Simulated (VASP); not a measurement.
```
SSi63
1.0
   10.93707     0.00000     0.00000
    0.00000    10.93707     0.00000
    0.00000     0.00000    10.93707
Si S
63 1
Direct
  0.50000   0.00000   0.00000
  0.62500   0.12500   0.12500
  0.75000   0.25000   0.00000
  0.87500   0.37500   0.12500
  0.75000   0.00000   0.25000
  0.87500   0.12500   0.37500
  0.00000   0.00000   0.00000
  0.12500   0.12500   0.12500
  0.25000   0.25000   0.00000
  0.37500   0.37500   0.12500
  0.50000   0.50000   0.00000
  0.62500   0.62500   0.12500
  0.75000   0.75000   0.00000
  0.87500   0.87500   0.12500
  0.25000   0.00000   0.25000
  0.37500   0.12500   0.37500
  0.50000   0.25000   0.25000
  0.62057   0.37168   0.37634
  0.75000   0.50000   0.25000
  0.87500   0.62500   0.37500
  0.50000   0.00000   0.50000
  0.62500   0.12500   0.62500
  0.75000   0.25000   0.50000
  0.87500   0.37500   0.62500
  0.75000   0.00000   0.75000
  0.87500   0.12500   0.87500
  0.00000   0.50000   0.00000
  0.12500   0.62500   0.12500
  0.25000   0.75000   0.00000
  0.37500   0.87500   0.12500
  0.00000   0.25000   0.25000
  0.12500   0.37500   0.37500
  0.25000   0.50000   0.25000
  0.37072   0.62222   0.37282
  0.50000   0.75000   0.25000
  0.62500   0.87500   0.37500
  0.00000   0.00000   0.50000
  0.12500   0.12500   0.62500
  0.25000   0.25000   0.50000
  0.37826   0.37049   0.62154
  0.62763   0.62226   0.62447
  0.75000   0.75000   0.50000
  0.87500   0.87500   0.62500
  0.25000   0.00000   0.75000
  0.37500   0.12500   0.87500
  0.50000   0.25000   0.75000
  0.62500   0.37500   0.87500
  0.75000   0.50000   0.75000
  0.87500   0.62500   0.87500
  0.00000   0.75000   0.25000
  0.12500   0.87500   0.37500
  0.00000   0.50000   0.50000
  0.12500   0.62500   0.62500
  0.25000   0.75000   0.50000
  0.37500   0.87500   0.62500
  0.00000   0.25000   0.75000
  0.12500   0.37500   0.87500
  0.25000   0.50000   0.75000
  0.37500   0.62500   0.87500
  0.50000   0.75000   0.75000
  0.62500   0.87500   0.87500
  0.00000   0.75000   0.75000
  0.12500   0.87500   0.87500
  0.49807   0.50037   0.49645
```
Cell charge -1.

Method: PBE GGA, VASP's PBE PAW potentials (set 64) (plane waves; VASP). Numerical set-up: PREC = Normal, LREAL = Auto, ISYM = 0, NELECT = 259.0, EDIFF = 1E-5, 400 eV cut-off, 1×1×1 Γ-centred mesh, Gaussian smearing of 0.050 eV, potentials Si S. Starting moments (MAGMOM): 64*0.0156. The cell's moment is fixed (NUPDOWN = 1).

The cell is charged, with a uniform compensating background. The supercell is sampled at Γ alone, which is coarse: total energies, pressure and levels can be off, energies of defects by several tenths of an eV.

Task: The ions are relaxed. Which structure does the run end with?

Result: 
```
SSi63
1.0
   10.93707     0.00000     0.00000
    0.00000    10.93707     0.00000
    0.00000     0.00000    10.93707
Si S
63 1
Cartesian
  5.46916  10.93457  10.93392
  6.83924   1.37717   1.37812
  8.20380   2.73654  10.93649
  9.55942   4.09658   1.37306
  8.20333  10.93632   2.73806
  9.55821   1.37290   4.09845
 10.93666  10.93337  10.93546
  1.37114   1.37006   1.37134
  2.73869   2.73750  10.92021
  4.09730   4.09581   1.36331
  5.46474   5.46200  10.92974
  6.83870   6.83713   1.36660
  8.20533   8.20313  10.92343
  9.56712   9.56659   1.36764
  2.73906  10.92017   2.73954
  4.09885   1.36147   4.09776
  5.44952   2.73649   2.73761
  6.89319   4.03197   4.03080
  8.20566   5.47038   2.73879
  9.56838   6.83428   4.09902
  5.46517  10.92862   5.46446
  6.83951   1.36596   6.83886
  8.20338   2.73969   5.46940
  9.56698   4.09718   6.83485
  8.20595  10.92250   8.20623
  9.56868   1.36613   9.56816
 10.93493   5.46782  10.93408
  1.37758   6.83841   1.37733
  2.73817   8.20232  10.93627
  4.09773   9.55932   1.37225
 10.92143   2.73771   2.73956
  1.36517   4.09636   4.09714
  2.73584   5.44771   2.73529
  4.03050   6.89613   4.02538
  5.47175   8.20600   2.73760
  6.83657   9.56695   4.09882
 10.93440  10.93449   5.46869
  1.37812   1.37694   6.83878
  2.73783   2.73471   5.44880
  4.03050   4.02718   6.89606
  6.93479   6.93383   6.93354
  8.21624   8.21464   5.45334
  9.56551   9.56284   6.83814
  2.73795  10.93596   8.20320
  4.09863   1.37257   9.55834
  5.47146   2.73812   8.20556
  6.83659   4.09723   9.56700
  8.21456   5.45300   8.21409
  9.56439   6.83621   9.56321
 10.93693   8.20251   2.73807
  1.37268   9.55841   4.09825
 10.93111   5.46182   5.46331
  1.36862   6.83658   6.83696
  2.73974   8.20424   5.46862
  4.09844   9.56592   6.83489
 10.93702   2.73686   8.20316
  1.37298   4.09682   9.55891
  2.73900   5.46974   8.20572
  4.09947   6.83380   9.56742
  5.45403   8.21428   8.21492
  6.83735   9.56249   9.56433
 10.92626   8.20281   8.20425
  1.36802   9.56658   9.56715
  5.41333   5.40895   5.41324
```
Cell charge -1. The cell ends with 1.00 μB, on the first 30 sites 0.00 0.01 0.00 0.00 0.00 0.00 0.00 0.01 0.00 0.00 0.00 0.01 0.00 0.00 0.00 0.00 0.00 0.00 0.00 0.00 0.00 0.01 0.00 0.00 0.00 0.00 0.00 0.01 0.00 0.00 μB.

Task: How much energy does the relaxation gain?

Result: The energy (σ→0) changes by -6.5 meV/atom, in 16 ionic steps.

The cell is a supercell with a defect, built from Si (diamond): S_Si, charge -1.
